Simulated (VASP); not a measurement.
Given:

```xyz
6
Lattice="1.5673 -2.7146 0.0000 1.5673 2.7146 0.0000 0.0000 0.0000 12.1885" Properties=species:S:1:pos:R:3 pbc="T T T"
Mo     1.5673     0.9049     3.0471
Mo     1.5673    -0.9049     9.1414
S      1.5673     0.9049    10.6946
S      1.5673    -0.9049     4.6003
S      1.5673    -0.9049     1.4939
S      1.5673     0.9049     7.5882
```

The numbers are results of optB86b-vdW, VASP's PBE PAW potentials (set 64) (plane waves; VASP), not measurements. Run with 520 eV cut-off, 8×8×2 Γ-centred mesh, Gaussian smearing of 0.050 eV, potentials Mo_sv S.

### Question
The ions and cell shape at fixed volume are relaxed. What does this cell relax into?

### Answer

```xyz
6
Lattice="1.5757 -2.7292 0.0000 1.5757 2.7292 0.0000 0.0000 0.0000 12.0581" Properties=species:S:1:pos:R:3 pbc="T T T"
Mo     1.5757     0.9097     3.0145
Mo     1.5757    -0.9097     9.0435
S      1.5757     0.9097    10.6133
S      1.5757    -0.9097     4.5842
S      1.5757    -0.9097     1.4448
S      1.5757     0.9097     7.4738
```
Space group P6_3/mmc (194), at a tolerance of 0.03 Å.

### Question
How much energy does the relaxation gain?

### Answer
The energy (σ→0) changes by -5.0 meV/atom, in 5 ionic steps.

The compound is MoS2 in the 2H layered structure. This cell is one point of a volume scan, at 0.97 of the reference volume. Symmetry was kept, so distortions that lower it aren't found.
